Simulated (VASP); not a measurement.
# Si2Mo: structure and properties in VASP, part 4 of 5

What structure and properties does r2SCAN + rVV10 give Si2Mo, and how near are they to the measured ones? The start is a cell from a database of measured crystal structures.

VASP 6.6.1, plane waves and PAW; the level of theory is named at each step.

So far. Step 4 (Bands along the symmetry lines (r2SCAN + rVV10)): There is no gap at this level. Step 5 (Total and projected DOS (r2SCAN + rVV10)): The finer mesh and the other smearing move the Fermi level by +0.00 eV from the 8×8×8 run, a small shift, which tests the Fermi level alone. Of the states within 0.3 eV of the Fermi level, the largest shares in the PAW spheres are Mo d 59 % and Si p 13 %. The relaxed cell has a = 3.197, c = 7.814 Å (conventional setting).

The database entry behind the starting cell is an old determination (1927), so it need not match the best structure at ambient conditions.

### Step 6. Bands along the symmetry lines (r2SCAN + rVV10 + SOC)

This step: r2SCAN with rVV10, spin-orbit coupling; plane waves and PAW (Si, Mo_sv) (VASP 6.6.1).

The mesh alone shows little of the dispersion and can miss band extrema, so KPOINTS_OPT adds a path through the symmetry points after the self-consistent cycle. Spin-orbit coupling needs spinors and the noncollinear program, where each band holds one electron.

INCAR reads:

```
SYSTEM = Si2Mo
PREC = Accurate
ENCUT = 400
EDIFF = 1E-06
NELM = 100
ISMEAR = 0
SIGMA = 0.05
LREAL = .FALSE.
ALGO = Normal
METAGGA = R2SCAN
LUSE_VDW = .TRUE.
IVDW_NL = 2
BPARAM = 11.95
CPARAM = 0.0093
LASPH = .TRUE.
LNONCOLLINEAR = .TRUE.
MAGMOM = 0 0 0 0 0 0 0 0 0
NBANDS = 34
GGA_COMPAT = .FALSE.
LSORBIT = .TRUE.
LMAXMIX = 4
LORBIT = 11
LWAVE = .FALSE.
LCHARG = .FALSE.
KPAR = 2
```

POSCAR reads:

```
Si2Mo
1.0
   -3.1971354836      0.0000000000      0.0000000000
    0.0000000000      3.1971354836      0.0000000000
    1.5985677418     -1.5985677418     -3.9067981380
Si Mo
2 1
Direct
    0.6647297926      0.6647297926      0.3294595852
    0.3352702074      0.3352702074      0.6705404148
    0.0000000000      0.0000000000      0.0000000000
```

KPOINTS reads:

```
Automatic mesh
0
Gamma
6 6 6
0 0 0
```

KPOINTS_OPT reads:

```
Line mode
16
Line-mode
Reciprocal
  0.00000000   0.00000000   0.00000000 GAMMA
  0.50000000   0.50000000  -0.50000000 X

  0.50000000   0.50000000  -0.50000000 X
  0.58371247   0.41628753  -0.50000000 Y

  0.58371247   0.41628753  -0.50000000 Y
  0.58371247   0.00000000  -0.29185623 S

  0.58371247   0.00000000  -0.29185623 S
  0.00000000   0.00000000   0.00000000 GAMMA

  0.00000000   0.00000000   0.00000000 GAMMA
  0.00000000   0.00000000   0.50000000 Z

  0.00000000   0.00000000   0.50000000 Z
  0.41628753   0.00000000   0.29185623 S1

  0.41628753   0.00000000   0.29185623 S1
  0.50000000   0.00000000   0.00000000 N

  0.50000000   0.00000000   0.00000000 N
  0.50000000   0.50000000  -0.25000000 P

  0.50000000   0.50000000  -0.25000000 P
  0.41628753   0.41628753   0.08371247 Y1

  0.41628753   0.41628753   0.08371247 Y1
  0.00000000   0.00000000   0.50000000 Z

  0.50000000   0.50000000  -0.50000000 X
  0.50000000   0.50000000  -0.25000000 P
```

The projector-augmented-wave data sets are Si and Mo_sv (PBE family, release 64).

Started as:

```bash
> mpirun -np 2 vasp_ncl
```

The program printed:

```text
[... set-up lines as in an earlier step ...]
 entering main loop
       N       E                     dE             d eps       ncg     rms          rms(c)
Total rVV10 correction in eV:      0.3112857    24.7394631
Total rVV10 correction in eV:      0.3112857    24.7394631
DAV:   1     0.109824818141E+03    0.10982E+03   -0.10245E+04  2160   0.105E+03
DAV:   2    -0.472639534549E+02   -0.15709E+03   -0.15056E+03  2414   0.316E+02
DAV:   3    -0.519596809048E+02   -0.46957E+01   -0.46147E+01  2540   0.500E+01
DAV:   4    -0.520045764982E+02   -0.44896E-01   -0.44813E-01  2382   0.502E+00
DAV:   5    -0.520050306445E+02   -0.45415E-03   -0.45394E-03  2496   0.480E-01    0.252E+01
Total rVV10 correction in eV:      0.2949634    24.7394631
Total rVV10 correction in eV:      0.2949634    24.7394631
DAV:   6    -0.448347624958E+02    0.71703E+01   -0.44666E+00  2176   0.215E+01    0.506E+00
Total rVV10 correction in eV:      0.2930771    24.7394631
Total rVV10 correction in eV:      0.2930771    24.7394631
DAV:   7    -0.448206213832E+02    0.14141E-01   -0.16230E-01  2196   0.363E+00    0.379E+00
Total rVV10 correction in eV:      0.2891001    24.7394631
Total rVV10 correction in eV:      0.2891001    24.7394631
DAV:   8    -0.448260090269E+02   -0.53876E-02   -0.33163E-02  2378   0.172E+00    0.879E-01
Total rVV10 correction in eV:      0.2883912    24.7394631
Total rVV10 correction in eV:      0.2883912    24.7394631
DAV:   9    -0.448274601032E+02   -0.14511E-02   -0.28131E-03  2306   0.469E-01    0.417E-01
Total rVV10 correction in eV:      0.2884610    24.7394631
Total rVV10 correction in eV:      0.2884610    24.7394631
DAV:  10    -0.448276619113E+02   -0.20181E-03   -0.26715E-04  2422   0.139E-01    0.163E-01
Total rVV10 correction in eV:      0.2885968    24.7394631
Total rVV10 correction in eV:      0.2885968    24.7394631
DAV:  11    -0.448278596603E+02   -0.19775E-03   -0.23220E-04  2186   0.125E-01    0.249E-02
Total rVV10 correction in eV:      0.2885936    24.7394631
Total rVV10 correction in eV:      0.2885936    24.7394631
DAV:  12    -0.448278853143E+02   -0.25654E-04   -0.50218E-05  2228   0.548E-02    0.230E-02
Total rVV10 correction in eV:      0.2886189    24.7394631
Total rVV10 correction in eV:      0.2886189    24.7394631
DAV:  13    -0.448278892666E+02   -0.39522E-05   -0.34920E-06  2136   0.126E-02    0.810E-03
Total rVV10 correction in eV:      0.2886330    24.7394631
Total rVV10 correction in eV:      0.2886330    24.7394631
DAV:  14    -0.448278909219E+02   -0.16553E-05   -0.20079E-06  1800   0.920E-03    0.268E-03
Total rVV10 correction in eV:      0.2886352    24.7394631
Total rVV10 correction in eV:      0.2886352    24.7394631
DAV:  15    -0.448278909393E+02   -0.17390E-07   -0.10684E-07  1120   0.241E-03
Total rVV10 correction in eV:      0.2886350    24.7394631
Total rVV10 correction in eV:      0.2886350    24.7394631
Total rVV10 correction in eV:      0.2886358    24.7394631
Total rVV10 correction in eV:      0.2886358    24.7394631
   1 F= -.44827891E+02 E0= -.44827891E+02  d E =-.161228E-07  mag=     0.0000     0.0000     0.0000
 Start KPOINTS_OPT (optional k-point list driver)
k-point batch [1-30\176]
       N       E                     dE             ncg
DAV:   1     0.530410155857E+03   -0.17998E+05     2176
DAV:   2    -0.416381838053E+04   -0.46942E+04     2406
DAV:   3    -0.430173755230E+04   -0.13792E+03     2582
DAV:   4    -0.430316883317E+04   -0.14313E+01     2350
DAV:   5    -0.430318030219E+04   -0.11469E-01     2438
DAV:   6    -0.430318056276E+04   -0.26057E-03     2416
DAV:   7    -0.430318056518E+04   -0.24158E-05     2196
DAV:   8    -0.430318056524E+04   -0.60250E-07     1478
[...]
k-point batch [151-176\176]
       N       E                     dE             ncg
DAV:   1     0.332196375198E+04   -0.17613E+05     1936
DAV:   2    -0.635081806684E+03   -0.39570E+04     2130
DAV:   3    -0.753053416864E+03   -0.11797E+03     2158
DAV:   4    -0.754296647906E+03   -0.12432E+01     2052
DAV:   5    -0.754309303715E+03   -0.12656E-01     2002
DAV:   6    -0.754309550578E+03   -0.24686E-03     2060
DAV:   7    -0.754309557750E+03   -0.71720E-05     1788
DAV:   8    -0.754309558018E+03   -0.26805E-06     1324
```

Run time: 10 min. Hardware: 2 MPI ranks of Intel Xeon Platinum 8175M at 2.50GHz (Skylake/Cascade Lake), shared host; peak memory 0.7 GiB; 19 min of CPU time.

OUTCAR, selected parts (step 6):

```text
   k-points           NKPTS =     30   k-points in BZ     NKDIM =     30   number of bands    NBANDS=     34

   NELECT =      22.0000    total number of electrons

 E-fermi :  12.4558

 k-point     1 :       0.0000    0.0000    0.0000
  band No.  band energies     occupation
    ...
     16       9.1898      1.00000
     17       9.5029      1.00000
     18       9.5029      1.00000
     19       9.5600      1.00000
     20       9.5600      1.00000
     21      12.7070      0.00000
     22      12.7070      0.00000
     23      15.7373      0.00000
     24      15.7373      0.00000
     25      15.7968      0.00000
    ...

  Total       -0.0301528     -0.0301528      0.0138624      0.0000000      0.0000000      0.0000000
  in kB       -1.2097488     -1.2097488      0.5561680      0.0000000      0.0000000      0.0000000
  external PRESSURE =      -0.6211099 kB  Pullay stress =       0.0000000 kB

 POSITION                                       TOTAL-FORCE (eV/Angst)
 -----------------------------------------------------------------------------------
     -1.59857      1.59857     -1.28713         0.000000     -0.000000     -0.067964
      0.00000      0.00000     -2.61967        -0.000000      0.000000      0.067964
      0.00000      0.00000      0.00000         0.000000      0.000000     -0.000000
 -----------------------------------------------------------------------------------
    total drift:                                0.000000     -0.000000      0.000000

  FREE ENERGIE OF THE ION-ELECTRON SYSTEM (eV)
  ---------------------------------------------------
  free  energy   TOTEN  =       -44.8278909393 eV

  energy  without entropy=      -44.8278909232  energy(sigma->0) =      -44.82789093

 Spin-Orbit-Coupling matrix elements
 Ion:    1  E_soc:     -0.0005059
 Ion:    2  E_soc:     -0.0005059
 Ion:    3  E_soc:     -0.1883393

 magnetization (x)
# of ion       s       p       d       tot
------------------------------------------
    1        0.000  -0.000   0.000  -0.000
    2        0.000   0.000   0.000   0.000
    3        0.000   0.000   0.000   0.000
--------------------------------------------------
tot          0.000  -0.000   0.000  -0.000

 magnetization (y)
# of ion       s       p       d       tot
------------------------------------------
    1        0.000   0.000   0.000   0.000
    2        0.000  -0.000   0.000  -0.000
    3       -0.000   0.000  -0.000  -0.000
--------------------------------------------------
tot         -0.000   0.000  -0.000  -0.000

 magnetization (z)
# of ion       s       p       d       tot
------------------------------------------
    1        0.000   0.000   0.000   0.000
    2        0.000   0.000   0.000   0.000
    3       -0.000   0.000   0.000  -0.000
--------------------------------------------------
tot         -0.000   0.000   0.000  -0.000

[... 6 parts as in an earlier step ...]

[... 10 further parts left out ...]
```

The k-mesh is coarse for a metal.

Numbers from this step:

| Property | Result |
| --- | --- |
| electronic steps | 15 |
| bands | 34 |
| irreducible k points | 30 |
| free energy (TOTEN) | -44.83 eV |
| Fermi energy | 12.46 eV |
| pressure | -0.06211 GPa |

On-site spin-orbit energy by atom:

| atom | on-site spin-orbit energy (eV) |
| --- | --- |
| Si1 | -0.001 |
| Si2 | -0.001 |
| Mo3 | -0.188 |

Electronic bands along the path, in eV, zero at the Fermi level; # counts the bands kept, so #1 is VASP's band 11:

| point | #9 | #10 | #11 | #12 | #13 | #14 | #15 | #16 |
| --- | --- | --- | --- | --- | --- | --- | --- | --- |
| Γ | -2.90 | -2.90 | 0.25 | 0.25 | 3.28 | 3.28 | 3.34 | 3.34 |
| 0.47 of the way | -2.77 | -2.77 | -1.75 | -1.75 | 2.90 | 2.90 | 3.52 | 3.52 |
| X | -3.38 | -3.38 | -1.51 | -1.51 | 2.49 | 2.49 | 2.92 | 2.92 |
| 0.47 of the way | -3.35 | -3.35 | -1.66 | -1.66 | 2.33 | 2.33 | 2.76 | 2.76 |
| Y | -3.25 | -3.25 | -2.09 | -2.09 | 1.90 | 1.90 | 2.16 | 2.16 |
| 0.53 of the way | -2.77 | -2.77 | -1.43 | -1.43 | 1.37 | 1.37 | 2.31 | 2.31 |
| S | -2.53 | -2.53 | -0.56 | -0.56 | 1.63 | 1.63 | 3.08 | 3.08 |
| 0.47 of the way | -2.15 | -2.15 | -1.96 | -1.96 | 1.73 | 1.73 | 2.49 | 2.49 |
| Γ | -2.90 | -2.90 | 0.25 | 0.25 | 3.28 | 3.28 | 3.34 | 3.34 |
| 0.53 of the way | -2.23 | -2.23 | 0.33 | 0.33 | 1.44 | 1.44 | 1.56 | 1.56 |
| Z | -0.72 | -0.72 | -0.69 | -0.69 | -0.61 | -0.61 | 0.40 | 0.40 |
| 0.53 of the way | -1.66 | -1.66 | -0.53 | -0.53 | 0.16 | 0.16 | 1.75 | 1.75 |
| S1 | -2.53 | -2.53 | -0.56 | -0.56 | 1.63 | 1.63 | 3.08 | 3.08 |
| 0.53 of the way | -2.75 | -2.75 | -0.65 | -0.65 | 2.17 | 2.17 | 3.42 | 3.42 |
| N | -2.79 | -2.79 | -0.67 | -0.67 | 2.42 | 2.42 | 3.17 | 3.17 |
| 0.53 of the way | -2.22 | -2.22 | -2.12 | -2.12 | 0.46 | 0.46 | 2.33 | 2.33 |
| P | -2.42 | -2.42 | -2.33 | -2.33 | 0.40 | 0.40 | 2.49 | 2.49 |
| 0.47 of the way | -3.00 | -3.00 | -1.94 | -1.94 | 1.23 | 1.23 | 2.35 | 2.35 |
| Y1 | -3.25 | -3.25 | -2.09 | -2.09 | 1.90 | 1.90 | 2.16 | 2.16 |
| 0.47 of the way | -2.02 | -2.02 | -0.91 | -0.91 | 0.14 | 0.14 | 1.69 | 1.69 |
| Z | -0.72 | -0.72 | -0.69 | -0.69 | -0.61 | -0.61 | 0.40 | 0.40 |
| jump to X | -3.38 | -3.38 | -1.51 | -1.51 | 2.49 | 2.49 | 2.92 | 2.92 |
| 0.47 of the way | -3.10 | -3.10 | -1.73 | -1.73 | 1.53 | 1.53 | 2.49 | 2.49 |
| P | -2.42 | -2.42 | -2.33 | -2.33 | 0.40 | 0.40 | 2.49 | 2.49 |

Of the projections kept (Si, Mo), the largest for each band there; the rest of the weight can lie on other orbitals:

| point | #9 | #10 | #11 | #12 | #13 | #14 | #15 | #16 |
| --- | --- | --- | --- | --- | --- | --- | --- | --- |
| Γ | Mo 0.68 | Mo 0.68 | Mo 1.00 | Mo 1.00 | - | - | Si 0.82 | Si 0.82 |
| X | Mo 0.86 | Mo 0.86 | Si 0.55 | Si 0.55 | Mo 1.00 | Mo 1.00 | Mo 0.89 | Mo 0.89 |
| Y | Mo 0.86 | Mo 0.86 | Mo 0.64 | Mo 0.64 | Mo 0.98 | Mo 0.98 | Mo 0.53 | Mo 0.53 |
| S | Mo 0.72 | Mo 0.72 | Mo 0.99 | Mo 0.99 | Mo 0.94 | Mo 0.94 | Mo 0.85 | Mo 0.85 |
| Γ | Mo 0.68 | Mo 0.68 | Mo 1.00 | Mo 1.00 | - | - | Si 0.82 | Si 0.82 |
| Z | Si 0.89 | Si 0.89 | Mo 0.94 | Mo 0.94 | Si 0.90 | Si 0.90 | Mo 1.00 | Mo 1.00 |

Force by atom:

| atom | x (eV/Å) | y (eV/Å) | z (eV/Å) | size |
| --- | --- | --- | --- | --- |
| Si1 | 0.0000 | 0.0000 | -0.0680 | 0.0680 |
| Si2 | 0.0000 | 0.0000 | 0.0680 | 0.0680 |
| Mo3 | 0.0000 | 0.0000 | 0.0000 | 0.0000 |

There is no gap at this level.

Of the bands kept, 4 cross the Fermi level on this path (spinor bands, one electron each).

(Continued in part 5 of 5.)

[Lines on the potential files, build, host, timing and source positions are cut from VASP's logs without a mark.]

[Logs are printed without paths, hosts, clocks, repeated set-up lines and the standing remarks that a program may print on its own settings, such as how far it seeks lower states.]

[Hosts, paths, dates, database ids (printed as entryN), source tags and the programs' standing remarks are cut or masked in the printed files.]

[A measured line is paired with the nearest computed mode of its activity, which favours agreement.]
